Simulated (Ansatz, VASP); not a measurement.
**Cross-check of Os (Osmium) between VASP and Ansatz**

Aim: how closely do two programs agree when they are given the same cell, functional and k mesh? The cell is taken from a series of runs on this material, whose earlier steps may have relaxed, scaled, displaced or heated it; both programs get it as it stands.

Calculated with Ansatz 0.2.0; plane waves, with VASP 6.6.1 beside it; zone-centre phonons at LDA.

**1. The starting structure**

It takes space group P6_3/mmc (No. 194, hexagonal). The conventional cell has a = 2.704 Å, b = 2.704 Å, c = 4.377 Å, α = 90.00°, β = 90.00°, γ = 120.00°. Os has 12 Os at 2.69 to 2.70 Å nearest.

As a file:

```cif
data_structure
_symmetry_space_group_name_H-M 'P6_3/mmc'
_symmetry_Int_Tables_number 194
_cell_length_a 2.7037
_cell_length_b 2.7037
_cell_length_c 4.3767
_cell_angle_alpha 90.000
_cell_angle_beta 90.000
_cell_angle_gamma 120.000
_cell_volume 27.71
loop_
_atom_site_label
_atom_site_type_symbol
_atom_site_symmetry_multiplicity
_atom_site_Wyckoff_symbol
_atom_site_fract_x
_atom_site_fract_y
_atom_site_fract_z
_atom_site_occupancy
Os1 Os 2 c 0.33333 0.66667 0.25000 1
```

**2. VASP: zone-centre phonons, LDA**

Second derivatives magnify differences that forces hide, and they need a tight electronic threshold.

Lines of VASP's logs that name or quote its potential files are left out, and so is its time.

The input, INCAR:

```
SYSTEM = Os
PREC = Accurate
ENCUT = 600
EDIFF = 1E-08
NELM = 120
ISMEAR = 1
SIGMA = 0.2
LREAL = .FALSE.
ALGO = Normal
GGA = CA
NBANDS = 14
LASPH = .TRUE.
LORBIT = 11
LWAVE = .FALSE.
LCHARG = .FALSE.
ISIF = 2
IBRION = 8
GGA_COMPAT = .FALSE.
KPAR = 2
```

The input, POSCAR:

```
Os
1.0
    2.7036634724      0.0000000000      0.0000000000
   -1.3518317362      2.3414412504      0.0000000000
    0.0000000000      0.0000000000      4.3766820539
Os
2
Direct
    0.3333333324      0.6666666676      0.2500000000
    0.6666666676      0.3333333324      0.7500000000
```

The input, KPOINTS:

```
Automatic mesh
0
Gamma
18 18 12
0 0 0
```

PAW data sets: Os (LDA family, release 64).

The run is started by

```console
$ mpirun -np 2 vasp_std
```

Numbers of over 12 decimals in the logs are rounded to 6 here.

The log of the run:

```text
[banner, memory and clock lines left out]
running    2 mpi-ranks, on    1 nodes
 distrk:  each k-point on    1 cores,    2 groups
 distr:  one band on    1 cores,    1 groups

 POSCAR found type information on POSCAR Os
 POSCAR found :  1 types and       2 ions
 LDA part: xc-table for (Slater(with rela. corr.)+CA(PZ))
 , standard interpolation
 POSCAR, INCAR and KPOINTS ok, starting setup
 FFT: planning ... GRIDC
 FFT: planning ... GRID_SOFT
 FFT: planning ... GRID
 WAVECAR not read
 entering main loop
       N       E                     dE             d eps       ncg     rms          rms(c)
DAV:   1     0.111967662103E+03    0.11197E+03   -0.82868E+03  7252   0.123E+03
DAV:   2    -0.208804640987E+02   -0.13285E+03   -0.11732E+03  7480   0.360E+02
DAV:   3    -0.268290313788E+02   -0.59486E+01   -0.56463E+01  9544   0.673E+01
DAV:   4    -0.268879459414E+02   -0.58915E-01   -0.58790E-01  7896   0.689E+00
DAV:   5    -0.268882556638E+02   -0.30972E-03   -0.30969E-03  9410   0.457E-01    0.333E+01
DAV:   6    -0.256338321334E+02    0.12544E+01   -0.12066E+00  8902   0.982E+00    0.146E+01
DAV:   7    -0.252972353291E+02    0.33660E+00   -0.70990E-01  9152   0.738E+00    0.861E-01
DAV:   8    -0.252886558273E+02    0.85795E-02   -0.69211E-03  7378   0.647E-01    0.349E-01
DAV:   9    -0.252865631535E+02    0.20927E-02   -0.14683E-03  8776   0.395E-01    0.523E-02
DAV:  10    -0.252865713833E+02   -0.82299E-05   -0.25386E-05  9004   0.399E-02    0.154E-02
DAV:  11    -0.252865635299E+02    0.78534E-05   -0.22985E-06  8344   0.181E-02    0.930E-04
DAV:  12    -0.252865634528E+02    0.77120E-07   -0.54873E-08  8866   0.233E-03    0.201E-04
DAV:  13    -0.252865634528E+02    0.55707E-10   -0.12679E-09  5306   0.329E-04
   1 F= -.25286563E+02 E0= -.25286711E+02  d E =0.444141E-03
 Linear response reoptimize wavefunctions to high precision
DAV:   1    -0.252865634527E+02    0.10368E-09   -0.13081E-10  5234   0.103E-04
DAV:   2    -0.252865634526E+02    0.65938E-11   -0.10742E-11  4184   0.388E-05
 Linear response DOF=           2
 Linear response progress:
  Degree of freedom:   1/  2
       N       E                     dE             d eps       ncg     rms          rms(c)
RMM:   1    -0.196218142112E+00   -0.19622E+00   -0.11036E-01 53670   0.252E+00
RMM:   2    -0.193117463059E+00    0.31007E-02   -0.16224E-03 45198   0.492E-01    0.153E-01
RMM:   3    -0.191907218670E+00    0.12102E-02   -0.50933E-04 50133   0.153E-01    0.853E-02
RMM:   4    -0.191257740376E+00    0.64948E-03   -0.75736E-04 50630   0.182E-01    0.113E-02
RMM:   5    -0.191322902979E+00   -0.65163E-04   -0.12282E-05 51939   0.259E-02    0.362E-03
RMM:   6    -0.191308325695E+00    0.14577E-04   -0.80025E-07 52054   0.632E-03    0.148E-03
RMM:   7    -0.191302799918E+00    0.55258E-05    0.45044E-08 53261   0.224E-03    0.738E-04
RMM:   8    -0.191299128893E+00    0.36710E-05    0.17899E-07 52428   0.898E-04    0.789E-05
RMM:   9    -0.191298887199E+00    0.24169E-06    0.54711E-08 53930   0.154E-04    0.227E-05
RMM:  10    -0.191298815863E+00    0.71336E-07   -0.90572E-09 53963   0.399E-05    0.328E-06
RMM:  11    -0.191298802943E+00    0.12921E-07   -0.41225E-09 52292   0.164E-05    0.126E-06
RMM:  12    -0.191298805735E+00   -0.27924E-08   -0.27473E-09 44885   0.122E-05    0.412E-07
 first order change of Fermi-energy  -0.52996E-04
 force on displaced ion       1 direction 1 :  -8.794   0.001   0.000
 Linear response progress:
  Degree of freedom:   2/  2
       N       E                     dE             d eps       ncg     rms          rms(c)
RMM:   1    -0.252958248038E+00   -0.25296E+00   -0.13848E-01 18893   0.265E+00
RMM:   2    -0.245049549163E+00    0.79087E-02   -0.56119E-03 15137   0.698E-01    0.181E-01
RMM:   3    -0.244436979006E+00    0.61257E-03   -0.64675E-04 17705   0.147E-01    0.101E-01
RMM:   4    -0.244523162288E+00   -0.86183E-04   -0.35025E-04 17773   0.140E-01    0.154E-02
RMM:   5    -0.244583680971E+00   -0.60519E-04    0.11328E-05 18282   0.224E-02    0.124E-02
RMM:   6    -0.244596366582E+00   -0.12686E-04    0.58688E-06 18023   0.877E-03    0.409E-03
RMM:   7    -0.244614541559E+00   -0.18175E-04    0.21364E-06 18226   0.438E-03    0.450E-04
RMM:   8    -0.244613280001E+00    0.12616E-05   -0.59714E-07 18483   0.496E-04    0.182E-04
RMM:   9    -0.244611676348E+00    0.16037E-05    0.82116E-08 18438   0.148E-04    0.256E-05
RMM:  10    -0.244611613464E+00    0.62884E-07    0.37275E-08 18607   0.332E-05    0.498E-06
RMM:  11    -0.244611620374E+00   -0.69100E-08    0.50308E-09 17148   0.160E-05    0.906E-07
 first order change of Fermi-energy  -0.97646E-04
 force on displaced ion       1 direction 3 :  -0.000   0.000 -14.246
 Linear response finished
```

Parts of OUTCAR (step 2):

```text
ion  position               nearest neighbor table
   1  0.333  0.667  0.250-   2 2.69   2 2.69   2 2.69   2 2.69   2 2.69   2 2.69
   2  0.667  0.333  0.750-   1 2.69   1 2.69   1 2.69   1 2.69   1 2.69   1 2.69

  LATTYP: Found a hexagonal cell.
 ALAT       =     2.7036634724
 C/A-ratio  =     1.6187969023

 Subroutine GETGRP returns: Found 24 space group operations
 (whereof 12 operations were pure point group operations)

The static configuration has the point symmetry D_3d.
 The point group associated with its full space group is D_6h.

 Found    259 irreducible k-points:

   k-points           NKPTS =    259   k-points in BZ     NKDIM =    259   number of bands    NBANDS=     14

   dimension x,y,z NGX =    24 NGY =   24 NGZ =   36
   dimension x,y,z NGXF=    48 NGYF=   48 NGZF=   72

   ENCUT  =  600.0 eV  44.10 Ry    6.64 a.u.   5.40  5.40  8.74*2*pi/ulx,y,z

   NELECT =      16.0000    total number of electrons

 k-points in reciprocal lattice and weights: Automatic mesh
   0.00000000  0.00000000  0.00000000       0.000
   0.05555556  0.00000000  0.00000000       0.002
   0.11111111  0.00000000  0.00000000       0.002
   0.16666667  0.00000000  0.00000000       0.002
   0.22222222  0.00000000  0.00000000       0.002
   0.27777778  0.00000000  0.00000000       0.002
   0.33333333  0.00000000  0.00000000       0.002
   0.38888889  0.00000000  0.00000000       0.002
   0.44444444  0.00000000  0.00000000       0.002
[...]
0.33333333  0.27777778  0.50000000       0.003
   0.33333333  0.33333333  0.50000000       0.001

 average (electrostatic) potential at core
       1 -43.3995       2 -43.3995

  Total        0.1856833      0.1856833     -2.4454151      0.0000000      0.0000000      0.0000000
  in kB       10.7374851     10.7374851   -141.4106990      0.0000000      0.0000000      0.0000000
  external PRESSURE =     -39.9785762 kB  Pullay stress =       0.0000000 kB

  energy-cutoff  :      600.00
  volume of cell :       27.71
      direct lattice vectors                 reciprocal lattice vectors
     2.703663472  0.000000000  0.000000000     0.369868517  0.213543688  0.000000000
    -1.351831736  2.341441250  0.000000000     0.000000000  0.427087376  0.000000000
     0.000000000  0.000000000  4.376682054     0.000000000  0.000000000  0.228483584

 POSITION                                       TOTAL-FORCE (eV/Angst)
 -----------------------------------------------------------------------------------
     -0.00000      1.56096      1.09417         0.000000     -0.000000      0.000000
      1.35183      0.78048      3.28251        -0.000000      0.000000      0.000000
 -----------------------------------------------------------------------------------
    total drift:                               -0.000000      0.000000     -0.000000

 Eigenvectors and eigenvalues of the dynamical matrix
 ----------------------------------------------------

   1 f  =    6.050669 THz    38.017475 2PiTHz  201.828595 cm-1    25.023545 meV
             X         Y         Z           dx          dy          dz
     -0.000000  1.560961  1.094171    -0.000000    0.000000    0.707107
      1.351832  0.780480  3.282512     0.000000   -0.000000   -0.707107

   2 f  =    4.754057 THz    29.870618 2PiTHz  158.578257 cm-1    19.661189 meV
             X         Y         Z           dx          dy          dz
     -0.000000  1.560961  1.094171    -0.000000    0.707107   -0.000000
      1.351832  0.780480  3.282512     0.000000   -0.707107    0.000000

   3 f  =    4.754057 THz    29.870618 2PiTHz  158.578257 cm-1    19.661189 meV
             X         Y         Z           dx          dy          dz
     -0.000000  1.560961  1.094171    -0.707107   -0.000000   -0.000000
      1.351832  0.780480  3.282512     0.707107   -0.000000    0.000000

   4 f  =    0.000000 THz     0.000000 2PiTHz    0.000002 cm-1     0.000000 meV
             X         Y         Z           dx          dy          dz
     -0.000000  1.560961  1.094171     0.068112   -0.700414    0.069143
      1.351832  0.780480  3.282512     0.068112   -0.700414    0.069143

   5 f  =    0.000000 THz     0.000000 2PiTHz    0.000001 cm-1     0.000000 meV
             X         Y         Z           dx          dy          dz
     -0.000000  1.560961  1.094171     0.703804    0.067328   -0.011279
      1.351832  0.780480  3.282512     0.703804    0.067328   -0.011279

   6 f/i=    0.000000 THz     0.000000 2PiTHz    0.000002 cm-1     0.000000 meV
             X         Y         Z           dx          dy          dz
     -0.000000  1.560961  1.094171     0.004589    0.069906    0.703628
      1.351832  0.780480  3.282512     0.004589    0.069906    0.703628

 ELASTIC MODULI CONTR FROM IONIC RELAXATION (kBar)
 Direction    XX          YY          ZZ          XY          YZ          ZX
 --------------------------------------------------------------------------------
 XX         -35.1277     35.1277      0.0000     -0.0000      0.0000      0.0000
 YY          35.1277    -35.1277     -0.0000      0.0000      0.0000      0.0000
 ZZ           0.0000     -0.0000     -0.0000      0.0000      0.0000      0.0000
 XY          -0.0000      0.0000      0.0000    -35.1277      0.0000      0.0000
 YZ           0.0000      0.0000      0.0000      0.0000     -0.0000      0.0000
 ZX           0.0000      0.0000      0.0000      0.0000      0.0000      0.0000
 --------------------------------------------------------------------------------
```

**3. Ansatz: zone-centre phonons, LDA**

Ansatz runs on its PAW soft_1 files.

The same cell, functional (in two slightly different forms), mesh and smearing now go to Ansatz, which takes its cutoff from its data sets.

The input, input.yaml:

```yaml
crystal:
  lattice:
    - [2.7036634724, 0.0, 0.0]
    - [-1.3518317362, 2.3414412504, 0.0]
    - [0.0, 0.0, 4.3766820539]
  atoms:
    - { symbol: Os, position: [0.3333333324, 0.6666666676, 0.25] }
    - { symbol: Os, position: [0.6666666676, 0.3333333324, 0.75] }
kpoints:
  mp_grid: { grid: [18, 18, 12] }
hamiltonian:
  xc: lda
  pseudopotentials: { kind: paw, azcp: { folder: soft_1 }, xc_functional: pbe }
scf:
  occupations: { method: methfessel_paxton, width: 0.2 }
output:
  eigenvalues: true
phonons:
  method: dfpt
```

The run is started by

```console
$ ansatz run input.yaml --threads 4 --pin off --max-ram 10240MiB --backend cpu --events-out ev --progress --plain --runs-dir out
```

The log of the run:

```text
zone centre: on kpoints.mp_grid the ground state, and the responses unless they are solved on pairs of k-points, stand on 637 of the mesh's 3888 k-points, reduced under 4 symmetry operations, with k and −k counted as one. Each operation leaves every solved displacement unchanged or reverses it
Engine: ansatz 0.2.0, aarch64-unknown-linux-gnu
Pseudopotentials: kind: paw
Pseudopotential: Os, paw, valence charge 16, recommended cutoff 420 eV (normal), soft_1/Os.paw.azcp
Functional definition: SPW92
  exchange = slater_x
  correlation = pw_c
Crystal: 2 atoms, lattice volume = 27.706 Å³
Basis set: ecut = 420 eV, 549 PW (Γ), exchange–correlation on 40×40×60 points (8 copies of the dense FFT grid, shifted against one another)
Bands: 20, of which v1, the nominal top of the filled ones, is band 16 counted from 1 (15 counted from 0)
Symmetry: 24 space group operations
k-points: 637 of 3888 (irreducible under 4 space group operations, time reversal used)
Non-local potential: Os, projectors of the file, l = 0: 3, l = 1: 2, l = 2: 2, l = 3: 1
PAW form: soft (Blöchl's): semilocal exchange-correlation on the pseudo side does not see the compensation charge
PAW frozen core: Os, regenerated for the run's functional, and the local potential with it (the file was generated under x = pbe(κ = 0.804, μ = 0.219515), c = pbe(β = 0.066725))
PAW one-centre angular grid: Os, 590 points (default); XC on 64 Gauss nodes
Initial density: superposition of atomic densities (chi_scale 0.1, normalization cell)
Initial wavefunctions: pseudopotential atomic-orbital guess
Functional: x = slater, c = lda
SCF iter   1: F=—  HF=-22239.379928 eV  |F-HF|=—  |Δ(HF+E_count)|=         —  Δρ=6.06e-2  dr2=8.48e-1  ethr=3.10e-3  ⟨swp⟩=5.0  Hψ=115983  notcnv=0  defer=36
automatic band count: the SCF goes on with 24 bands, as 20 were too few: they end inside the smearing window of the response
preconditioner: auto → none  [metal: Δε(μ)=0.005 eV  Ē_g=12.203 eV  σ=0.200 eV  W_gap=0.02  n_scr=8 (ndim 8)  ℏωp=28.2 eV  f_vac=0.000  D(μ)=1.13/eV (n_scr^D=8)  sad-step TF]
SCF iter   2: F=—  HF=-22239.150442 eV  |F-HF|=—  |Δ(HF+E_count)|=   2.29e-1  S|Δr|=    0.00e0  Δρ=3.54e-2  dr2=2.82e-1  ethr=2.65e-3  ⟨swp⟩=2.0  Hψ=22918  notcnv=0  defer=412
SCF iter   3: F=—  HF=-22239.044844 eV  |F-HF|=—  |Δ(HF+E_count)|=   1.06e-1  S|Δr|=    0.00e0  Δρ=1.67e-3  dr2=4.17e-4  ethr=8.80e-4  ⟨swp⟩=2.0  Hψ=21728  notcnv=0  defer=412
SCF iter   4: F=—  HF=-22239.044516 eV  |F-HF|=—  |Δ(HF+E_count)|=   3.28e-4  S|Δr|=    0.00e0  Δρ=2.22e-4  dr2=4.71e-6  ethr=1.30e-6  ⟨swp⟩=2.2  Hψ=22932  notcnv=0  defer=655
SCF iter   5: F=—  HF=-22239.044512 eV  |F-HF|=—  |Δ(HF+E_count)|=   4.16e-6  S|Δr|=    0.00e0  Δρ=4.65e-5  dr2=4.09e-7  ethr=1.47e-8  ⟨swp⟩=2.0  Hψ=23743  notcnv=0  defer=655
SCF iter   6: F=—  HF=-22239.044519 eV  |F-HF|=—  |Δ(HF+E_count)|=   7.26e-6  S|Δr|=    0.00e0  Δρ=7.26e-6  dr2=8.06e-9  ethr=1.28e-9  ⟨swp⟩=2.7  Hψ=22309  notcnv=0  defer=783
SCF iter   7: F=—  HF=-22239.044519 eV  |F-HF|=—  |Δ(HF+E_count)|=   1.92e-9  S|Δr|=    0.00e0  Δρ=1.31e-6  dr2=9.20e-11  ethr=2.52e-11  ⟨swp⟩=2.2  Hψ=21983  notcnv=0  defer=783
SCF iter   8: F=-22239.044519 eV  HF=-22239.044519 eV  |F-HF|=1.46e-11  |Δ(HF+E_count)|=  9.82e-11  S|Δr|=    0.00e0  Δρ=1.47e-7  dr2=3.17e-12  ethr=1.00e-12  ⟨swp⟩=9.7  Hψ=69403  notcnv=0
SCF 1 converged in 8 iterations: F = -22239.044519 eV  dr2 = 3.17e-12
  greatest PAW one-centre occupation: 1.000 electrons in one spin orbital (limit 2), on the Os atom at site 1 (counted from 0), in its partial waves of l = 0
DFPT response loops at Γ: preconditioner auto → Kerker (q_TF=auto, 2.795 Å⁻¹) (partly filled bands, converged f_vac=0.000); β = 1.00, the filter's whole step (`scf.mixing.beta` (0.50) is not read by the response loops under this deck's `scf.mixing.preconditioner`; to damp them name `kerker` or `kerker_dos`, under which they read `scf.mixing.beta`, and type it under 1.00, their step now; both keys bind the ground state too); Broyden in place of MSR1
SCF converged after 8 iterations
Stability not checked: this state was not tested for a lower state beside it, because cold or Methfessel-Paxton smearing, or corrected tetrahedra, fill the levels in a way that the test cannot read (fill_not_monotonic; see scf.lower_state_search)
Free energy (F): -22239.044519 eV
Harris-Foulkes:  -22239.044519 eV  (|F-HF|=1.46e-11)
Internal energy: -22239.045041 eV  (E = F + TS)
E sigma→0 (E₀):  -22239.044650 eV
Entropy (-TS):   0.000522 eV (0.261 meV/atom)
Fermi energy:    25.945721 eV
--- Per-component energies (eV) ---
  E_band       = -132.718236
  E_kinetic    = 986.450848
  E_local      = -1817.033417  (includes V_loc(G=0)·N_el)
  E_nonlocal   = 405.728848
  E_hartree    = 648.441912
  E_xc         = -466.144414
  E_vxc        = -493.620147  (∫ρ·V_xc dr)
  E_paw        = -17564.285254  (= ΣΔE_a)
  E_vpaw       = -511.129111  (= ΣTr[D̂ρ^β])
  E_aug_tail   = 0.000841  (compensation charges beyond the density's cutoff)
  E_ewald      = -4432.930050
  E_core_change = 0.725646  (= ΣΔE_core)
  E_smearing   = 0.000522  (= −TS)
  E_closure    = -0.000000  (closes the sum)
  Σ components = -22239.044519   (vs F -22239.044519, Δ=0.00e0)
--- Band table (eV; the first three rows and the last of 637) ---
  k-point 0: bands = [... 12 lower, 22.8712, 23.6592, 23.6592, 24.5887, 24.5887, 25.7668, 27.6804, 27.6804, ... 4 higher]
  k-point 1: bands = [... 12 lower, 22.8279, 23.6090, 23.6090, 24.7054, 24.7054, 25.4803, 27.6858, 27.6858, ... 4 higher]
  k-point 2: bands = [... 12 lower, 22.7358, 23.4724, 23.4724, 24.7648, 25.0131, 25.0131, 27.6835, 27.6835, ... 4 higher]
  k-point 636: bands = [... 12 lower, 22.5096, 22.5096, 24.2870, 24.2870, 28.2759, 28.2759, 30.9737, 30.9737, ... 4 higher]
--- Phonons (Γ-DFPT): 2 representative perturbations + reference, on 637 of 3888 k-points (Σ response iterations 4) ---
  k mesh reduced under 4 symmetry operations, with k and −k counted as one. Each operation leaves every solved displacement unchanged or reverses it
  ASR residual: 1.139e-4 → 0.000e0 eV/Å²; symmetrization residual: 6.715e-13 eV/Å²
  ASR residual per site (eV/Å²): 1.14e-4 1.14e-4
  Γ frequencies (cm⁻¹): 0.00 0.00 0.00 159.01 159.01 203.23
  non-analytic LO–TO correction: not included (Born effective charges unavailable; polar crystals: no LO–TO splitting at Γ)
```

**4. Side by side**

Known differences besides the potentials themselves: the two LDA forms differ slightly; the data sets hold 32 valence electrons in Ansatz (on its PAW soft_1 files) and 16 in VASP; the cutoff is 420 eV in Ansatz and 600 eV in VASP; VASP's log shows a relativistic correction to its local exchange, Ansatz's none. Total energies have different zeros and are not compared.

The two programs side by side:

```csv
quantity,Ansatz,VASP,difference
optical mode 1 to 2 (cm⁻¹),159.0,158.6,+0.27 %
optical mode 3 (cm⁻¹),203.2,201.8,+0.69 %
```

Modes are paired by rising frequency, not by their patterns, so a pair may set unlike modes beside each other; they are those without the splitting of longitudinal modes.

**5. Outcome**

| Item | Value |
| --- | --- |
| r.m.s. difference of the optical zone-centre modes, each program's sorted by frequency (zone-centre phonons, LDA) | 0.88 cm⁻¹ |
| difference in optical mode 3 (zone-centre phonons, LDA) | +0.7 % |

What this shows: The r.m.s. difference of the optical zone-centre modes, each program's sorted by frequency is 0.88 cm⁻¹ (zone-centre phonons, LDA). The data sets hold unlike numbers of valence electrons (32 in Ansatz and 16 in VASP), so part of the differences comes from the potentials. Among the rows given in per cent, the largest difference of the zone-centre phonons, LDA pair is in optical mode 3, +0.7 %. Such differences can come from data sets, numerical settings and the points named under the comparisons, not from the functional's error against experiment.

[Lines on the potential files, build, host, timing and source positions are cut from VASP's logs without a mark.]

[Logs are printed without paths, hosts, clocks, repeated set-up lines and the standing remarks that a program may print on its own settings, such as how far it seeks lower states.]

[Hosts, paths, dates, database ids (printed as entryN), source tags and the programs' standing remarks are cut or masked in the printed files.]
